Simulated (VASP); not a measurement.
Data:

```
Ho
1.0
    1.79000    -3.10037     0.00000
    1.79000     3.10037     0.00000
    0.00000     0.00000     5.62000
Ho
2
Direct
  0.33333   0.66667   0.25000
  0.66667   0.33333   0.75000
```

Calculation: optB86b-vdW, VASP's PBE PAW potentials (set 64) (plane waves; VASP). Settings: 520 eV cut-off, 11×11×6 Γ-centred mesh, first-order Methfessel-Paxton smearing of 0.10 eV, potentials Ho_3.

The 4f electrons are frozen in the core of the lanthanide potential, so 4f levels, which can set the real gap, and their magnetism are missing. Energy and stress use the plane-wave basis of the starting cell.

Question: The ions, cell shape and volume are relaxed. Give the cell that the relaxation ends in.

Answer: 
```
Ho
1.0
    1.78146    -3.08557     0.00000
    1.78146     3.08557     0.00000
    0.00000     0.00000     5.47226
Ho
2
Direct
  0.33333   0.66667   0.25000
  0.66667   0.33333   0.75000
```
Space group P6_3/mmc (194), at a tolerance of 0.03 Å.

Question: How do energy and volume change from the first to the last step?

Answer: The energy (σ→0) changes by -7.8 meV/atom and the volume by -3.6 %, in 6 ionic steps.

The compound is Ho in the hcp structure. This run relaxes it. Symmetry was kept, so distortions that lower it aren't found.
